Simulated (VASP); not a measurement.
VASP ran on this input.

**KPOINTS**
```
Automatic mesh
0
Gamma
8 8 8
0 0 0
```

**INCAR**
```
SYSTEM  =  TaAs
PREC  =  Accurate; ENCUT  =  300; LREAL  =  F
LASPH  =  T
EDIFF  =  1E-6; NELM  =  100; ALGO  =  Normal
LMAXMIX  =  6
ISMEAR  =  -1; SIGMA  =  0.136
ISIF  =  2
LWAVE  =  F; LCHARG  =  F
```

**POSCAR**
```
TaAs
1
   -1.7436820000     1.7436820000     5.9424630000
    1.7436820000    -1.7436820000     5.9424630000
    1.7436820000     1.7436820000    -5.9424630000
Ta As
2 2
Direct
  0.4999700000   0.9999700000   0.5000000000
  0.7499700000   0.7499700000   0.0000000000
  0.0826300000   0.5826300000   0.5000000000
  0.3326300000   0.3326300000   0.0000000000
```

POTCAR, in this order: Ta_pv As (LDA.64 set). Program: vasp_std.

Problem. Translate this LDA calculation to Quantum ESPRESSO's pw.x.

Solution. One equivalent input (not run):
```
&CONTROL
  calculation = 'scf'
  pseudo_dir = './pseudo'
  outdir = './out'
  tprnfor = .true.
  tstress = .true.
/
&SYSTEM
  ibrav = 0
  nat = 4
  ntyp = 2
  ecutwfc = 80
  occupations = 'smearing'
  smearing = 'fermi-dirac'
  degauss = 0.009996
  input_dft = 'pz'
/
&ELECTRONS
  conv_thr = 7.3e-08
  electron_maxstep = 100
/
ATOMIC_SPECIES
  Ta 180.948 Ta.upf
  As 74.922 As.upf
CELL_PARAMETERS angstrom
    -1.7436820    1.7436820    5.9424630
     1.7436820   -1.7436820    5.9424630
     1.7436820    1.7436820   -5.9424630
ATOMIC_POSITIONS crystal
  Ta   0.4999700  0.9999700  0.5000000
  Ta   0.7499700  0.7499700  0.0000000
  As   0.0826300  0.5826300  0.5000000
  As   0.3326300  0.3326300  0.0000000
K_POINTS automatic
  8 8 8 0 0 0
```
Limits of the translation: the potentials are each code's own (VASP's PAW set, PseudoDojo norm-conserving files in pw.x), so ENCUT and ecutwfc are chosen apart and not converted; conv_thr bounds pw.x's estimated SCF error, while EDIFF bounds the energy change between steps.

The structure comes from a computed database's TaAs entry; how it stands against other phases isn't given here. The cell was not relaxed at this level. The k-mesh is coarse (spacing up to 0.32 per Å, 2π included), so the numbers may not be converged in it. The run is one of a series of settings (GGA removed, POTCAR Ta_pv As (LDA.64 set) against the base run), some of them coarse on purpose.
